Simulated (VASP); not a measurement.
Input:

```xyz
5
Lattice="4.0767 0.0000 0.0000 0.0000 4.0767 0.0000 0.0000 0.0000 4.0767" Properties=species:S:1:pos:R:3 pbc="T T T"
Ba     0.0000     0.0000     0.0000
Hf     2.0384     2.0384     2.0384
O      2.0384     0.0000     2.0384
O      0.0000     2.0384     2.0384
O      2.0384     2.0384     0.0000
```

All values below come from r2SCAN+rVV10, VASP's PBE PAW potentials (set 64) (plane waves; VASP 6.6.1). Numerical set-up: 520 eV cut-off, 5×5×5 Γ-centred mesh, Gaussian smearing of 0.050 eV, potentials Ba_sv Hf_pv O.

Q: Predict the energy per atom (σ→0), pressure.

A: 
The energy per atom (σ→0) is -21.396 eV/atom and the pressure comes out as 12.78 GPa.

The absolute energy has meaning only against runs of the same code, potentials and settings.

The compound is BaHfO3 in the cubic perovskite structure. This cell is one point of a volume scan, at 0.94 of the reference volume.
